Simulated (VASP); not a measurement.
CdTe (zinc blende), at 0.96 of the tabulated volume:

```yaml
crystal:
  lattice:
    - [0.00000, 3.19621, 3.19621]
    - [3.19621, 0.00000, 3.19621]
    - [3.19621, 3.19621, 0.00000]
  atoms:
    - { symbol: Cd, position: [0.00000, 0.00000, 0.00000] }
    - { symbol: Te, position: [0.25000, 0.25000, 0.25000] }
```

The lowest empty band near Γ, direction [110], from PBE with spin-orbit coupling in VASP (PAW); its two spin partners are averaged. The gap over the points computed is 0.63 eV, and the next band on that side lies 3.44 eV away at the edge.

Settings: 400 eV cut-off, 8×8×8 Γ-centred mesh, Gaussian smearing of 0.050 eV, potentials Cd Te.

```tsv
distance from the edge in k (1/Å)	distance in energy (meV)
0.012	9.0
0.018	19.9
0.025	37.4
0.035	69.8
0.050	130.6
0.070	225.5
```

Task: Fit E(1 + αE) = ħ²k²/2m* (ħ²/2m0 = 3.810 eV Å²) and predict the row at 0.095 1/Å.

Result: Least squares on the energies gives the electron mass m* = 0.060 m0 and α = 1.72 per eV, and so 357.2 meV. The run gave 354.8 meV, -2.4 meV from the fit. So light an electron mass at Γ scales with the gap, and carries this level's error in it.

Left out are points under 3 meV from the edge, since the levels carry 0.1 meV, and points farther than half the way to the next band.

The compound is CdTe in the zinc blende structure. The cell was not relaxed at this level.
